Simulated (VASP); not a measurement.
A cell of BN (zinc blende) near equilibrium:

```xyz
2
Lattice="0.0000 1.8066 1.8066 1.8066 0.0000 1.8066 1.8066 1.8066 0.0000" Properties=species:S:1:pos:R:3 pbc="T T T"
B      0.0000     0.0000     0.0000
N      0.9033     0.9033     0.9033
```

Computed with r2SCAN meta-GGA, VASP's PBE PAW potentials (set 64) (plane waves; VASP).

```csv
run,ΔE (meV/atom),σxx,σyy,σzz,"largest shear component, with its sign (GPa)",gap (eV)
as it is,0.0,0.07,0.07,0.07,0.00,4.98
after one change,3.4,0.11,0.33,0.33,9.33,4.91
```
Stress is in GPa, positive when the cell is compressed; gaps are those on the k-mesh, and 0.00 means metallic.

Problem. Which change was made?
A. biaxial strain of -1.5 % in the yz plane
B. shear strain γ_yz = -2.0 %
C. biaxial strain of +4.0 % in the yz plane
D. biaxial strain of +2.0 % in the yz plane

Solution. B, shear strain γ_yz = -2.0 %

The compound is BN in the zinc blende structure.
